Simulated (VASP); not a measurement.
The system is ZnH.

```
Zn H
1.0
     0.00000    2.21594    2.21594
     2.21594    0.00000    2.21594
     2.21594    2.21594    0.00000
Zn H
1 1
Direct
  0.00000 0.00000 0.00000
  0.25000 0.25000 0.25000
```

The cell was built by a generator and needn't be a form met in nature.

Base run:

```yaml
Program: VASP 6.6.1
Functional: r2SCAN
Potentials_or_basis: VASP PAW PBE potentials, release 64 (Zn, H)
Cutoff: 520 eV
k_mesh: 10 × 10 × 10
Occupations: fermi-dirac, width 0.05 eV
Spin: no spin polarisation
```

Its results: pressure -2.6 GPa.

**Question.** The run is repeated on the same cell with these changes: functional from r2SCAN to revPBE. What comes out?

**Answer.** Pressure 1.8 GPa.

Caveats: the PAW data sets were made with another functional, which shifts forces and pressure a little.
